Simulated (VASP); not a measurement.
## VIr (space group P4/mmm): computed properties

All values below come from PBEsol GGA, VASP's PBE PAW potentials (set 64) (plane waves; VASP).

For VIr, the space group is P4/mmm (123) and the cell comes out as a = 2.7168 Å, b = 2.7168 Å, c = 3.6386 Å, α = 90.00°, β = 90.00°, γ = 90.00°. The volume per atom comes out as 13.43 Å^3/atom and the band gap (over mesh and band path) is none (metal, semimetal or under 0.01 eV). The density is 15.03 g/cm³.

```cif
data_IrV
_chemical_formula_sum 'V1 Ir1'
_space_group_name_H-M_alt 'P 1'
_space_group_IT_number 1
_cell_length_a 2.71683
_cell_length_b 2.71683
_cell_length_c 3.63862
_cell_angle_alpha 90.000
_cell_angle_beta 90.000
_cell_angle_gamma 90.000
loop_
_space_group_symop_operation_xyz
  'x, y, z'
loop_
_atom_site_label
_atom_site_type_symbol
_atom_site_fract_x
_atom_site_fract_y
_atom_site_fract_z
_atom_site_occupancy
V1 V 0.50000 0.50000 0.50000 1
Ir1 Ir 0.00000 0.00000 0.00000 1
```

Unless said otherwise, spin-orbit coupling is left out, though it shifts the bands of the heavy elements here.

The structure comes from a computed database's VIr entry (P4/mmm); how it stands against other phases isn't given here. It was relaxed first. Symmetry was kept, so distortions that lower it aren't found. The run is not spin-polarised, so no magnetic state was tried.
